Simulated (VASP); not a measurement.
Given:

```
K
1.0
   -2.64000     2.64000     2.64000
    2.64000    -2.64000     2.64000
    2.64000     2.64000    -2.64000
K
1
Direct
  0.00000   0.00000   0.00000
```

Level of theory: optB88-vdW, VASP's PBE PAW potentials (set 64) (plane waves; VASP 6.6.1). Run with 520 eV cut-off, 9×9×9 Γ-centred mesh, first-order Methfessel-Paxton smearing of 0.10 eV, potentials K_sv.

Energy and stress use the plane-wave basis of the starting cell.

### Question
The ions, cell shape and volume are relaxed. Predict the relaxed structure.

### Answer

```
K
1.0
   -2.57925     2.57925     2.57925
    2.57925    -2.57925     2.57925
    2.57925     2.57925    -2.57925
K
1
Cartesian
  0.00000   0.00000   0.00000
```
Space group Im-3m (229), at a tolerance of 0.03 Å.

### Question
How do energy and volume change from the first to the last step?

### Answer
The energy (σ→0) changes by -4.0 meV/atom and the volume by -6.7 %, in 5 ionic steps.

```csv
step,E(σ→0) (eV),max force (eV/Å),pressure (GPa),volume (Å³)
1,1.2140,0.000,-0.25,73.60
2,1.2123,0.000,-0.19,72.40
3,1.2103,0.000,-0.07,69.92
4,1.2125,0.000,0.22,65.12
5,1.2100,0.000,0.00,68.63
```

The compound is K in the bcc structure. This run relaxes it. Symmetry was kept, so distortions that lower it aren't found.
